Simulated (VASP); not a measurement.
```
HfB2
1.0
    1.57070    -2.72052     0.00000
    1.57070     2.72052     0.00000
    0.00000     0.00000     3.49139
Hf B
1 2
Direct
  0.00000   0.00000   0.00000
  0.33333   0.66667   0.50000
  0.66667   0.33333   0.50000
```

Calculation: PBE GGA, VASP's PBE PAW potentials (set 64) (plane waves; VASP). Settings: 650 eV cut-off, 10×10×8 Γ-centred mesh, first-order Methfessel-Paxton smearing of 0.10 eV, potentials Hf_pv B.

Finite-difference elastic constants of metals are sensitive to mesh and smearing; shear constants can be off by tens of GPa.

Q: Give the elastic stiffness tensor with the ions relaxed (GPa, in the frame of the cell).

A: 
|  | xx | yy | zz | yz | xz | xy |
|---|---|---|---|---|---|---|
| xx | 593 | 74.7 | 123 | 0.0 | 0.0 | 0.0 |
| yy | 74.7 | 593 | 123 | 0.0 | 0.0 | 0.0 |
| zz | 123 | 123 | 456 | 0.0 | 0.0 | 0.0 |
| yz | 0.0 | 0.0 | 0.0 | 266 | 0.0 | 0.0 |
| xz | 0.0 | 0.0 | 0.0 | 0.0 | 266 | 0.0 |
| xy | 0.0 | 0.0 | 0.0 | 0.0 | 0.0 | 259 |

Q: Estimate the Hill bulk modulus, Hill shear modulus, Young's modulus, Poisson's ratio.

A: 
```json
{
 "hill_bulk_modulus": "253 GPa",
 "hill_shear_modulus": "2430 kbar",
 "Young's modulus": "553 GPa",
 "Poisson's ratio": "0.136"
}
```

The compound is HfB2 in the AlB2 type structure. It was relaxed first.
